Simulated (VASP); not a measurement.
Method: rev-vdW-DF2, VASP's PBE PAW potentials (set 64) (plane waves; VASP 6.6.1).

The input files of a VASP run:

File POSCAR:
```
PbO
1
    4.0321628101     0.0000000000     0.0000000000
    0.0000000000     4.0321628101     0.0000000000
    0.0000000000     0.0000000000     5.0437284986
Pb O
2 2
Direct
  0.5000000000   0.0000000000   0.7640249564
  0.0000000000   0.5000000000   0.2359750436
  0.5000000000   0.5000000000   0.0000000000
  0.0000000000   0.0000000000   0.0000000000
```

**INCAR**
```
! general
SYSTEM    =  PbO
PREC      =  Accurate
ENCUT     =  520
LREAL     =  .False.
LASPH     =  .True.
ICHARG    =  11

! electronic loop
EDIFF     =  1E-7
NELM      =  100
ALGO      =  Normal
LMAXMIX   =  4

! smearing
ISMEAR    =  0
SIGMA     =  0.05

! functional
GGA       =  MK
LUSE_VDW  =  .True.
AGGAC     =  0.0
PARAM1    =  0.1234568
PARAM2    =  0.7114
ZAB_VDW   =  -1.8867

! output
LWAVE     =  .False.
LCHARG    =  .False.
LORBIT    =  11
```

KPOINTS:
```
k-points along high-symmetry lines
10
Line-mode
Reciprocal
  0.000000   0.000000   0.000000 ! GAMMA
  0.000000   0.500000   0.000000 ! X

  0.000000   0.500000   0.000000 ! X
  0.500000   0.500000   0.000000 ! M

  0.500000   0.500000   0.000000 ! M
  0.000000   0.000000   0.000000 ! GAMMA

  0.000000   0.000000   0.000000 ! GAMMA
  0.000000   0.000000   0.500000 ! Z

  0.000000   0.000000   0.500000 ! Z
  0.000000   0.500000   0.500000 ! R

  0.000000   0.500000   0.500000 ! R
  0.500000   0.500000   0.500000 ! A

  0.500000   0.500000   0.500000 ! A
  0.000000   0.000000   0.500000 ! Z

  0.000000   0.500000   0.000000 ! X
  0.000000   0.500000   0.500000 ! R

  0.500000   0.500000   0.000000 ! M
  0.500000   0.500000   0.500000 ! A
```

POTCAR, in this order: Pb_d O (PBE.64 set). Program: vasp_std. Read from the step before: CHGCAR.

The resulting files:

### OSZICAR
```
       N       E                     dE             d eps       ncg     rms          rms(c)
DAV:   1     0.441285707785E+03    0.44129E+03   -0.20205E+04  4320   0.197E+03
DAV:   2     0.395830750708E+02   -0.40170E+03   -0.39532E+03  4584   0.493E+02
DAV:   3    -0.108122333309E+02   -0.50395E+02   -0.48820E+02  5720   0.184E+02
DAV:   4    -0.127858884663E+02   -0.19737E+01   -0.19723E+01  4768   0.403E+01
DAV:   5    -0.128627826976E+02   -0.76894E-01   -0.76885E-01  6088   0.759E+00
DAV:   6    -0.128644414777E+02   -0.16588E-02   -0.16588E-02  5408   0.112E+00
DAV:   7    -0.128645050536E+02   -0.63576E-04   -0.63576E-04  6472   0.180E-01
DAV:   8    -0.128645065502E+02   -0.14966E-05   -0.14966E-05  5472   0.214E-02
DAV:   9    -0.128645065615E+02   -0.11264E-07   -0.11281E-07  4192   0.274E-03
   1 F= -.12864507E+02 E0= -.12864507E+02  d E =-.201357E-11
```

**OUTCAR**
```
 val. band max:        4.5610372271   @ k =   0.0000   0.1111   0.0000

 cond. band min:       5.8716593013   @ k =   0.5000   0.5000   0.0000



 k-point     1 :       0.0000    0.0000    0.0000
  band No.  band energies     occupation
      1     -13.3870      2.00000
      2     -12.9560      2.00000
      3     -11.3016      2.00000
      4     -11.3016      2.00000
      5     -11.2499      2.00000
      6     -11.2191      2.00000
      7     -11.1586      2.00000
      8     -11.0968      2.00000
      9     -11.0968      2.00000
     10     -11.0945      2.00000
     11     -11.0653      2.00000
     12      -9.7350      2.00000
     13      -2.4419      2.00000
     14      -2.0151      2.00000
     15       0.5576      2.00000
     16       0.5576      2.00000
     17       3.0493      2.00000
     18       3.0709      2.00000
     19       3.0709      2.00000
     20       4.5451      2.00000
     21       6.8927      0.00000
     22       9.9756      0.00000
     23      10.1261      0.00000
     24      10.1261      0.00000

 k-point     2 :       0.0000    0.0556    0.0000
  band No.  band energies     occupation
      1     -13.3809      2.00000
      2     -12.9574      2.00000
      3     -11.3003      2.00000
      4     -11.2999      2.00000
      5     -11.2479      2.00000
      6     -11.2177      2.00000
      7     -11.1595      2.00000
      8     -11.1049      2.00000
      9     -11.0975      2.00000
     10     -11.0789      2.00000
     11     -11.0666      2.00000
     12      -9.7430      2.00000
     13      -2.4568      2.00000
     14      -2.0146      2.00000
     15       0.5677      2.00000
     16       0.5758      2.00000
     17       2.9359      2.00000
     18       3.0506      2.00000
     19       3.1062      2.00000
     20       4.5517      2.00000
     21       6.9841      0.00000
     22       9.6928      0.00000
     23      10.1417      0.00000
     24      10.2398      0.00000

...
```

The density is held fixed in this step, so its total energy and stress have no physical meaning. Unless said otherwise, spin-orbit coupling is left out, though it shifts the bands of the heavy elements here.

The compound is PbO in the litharge structure. It was relaxed first.
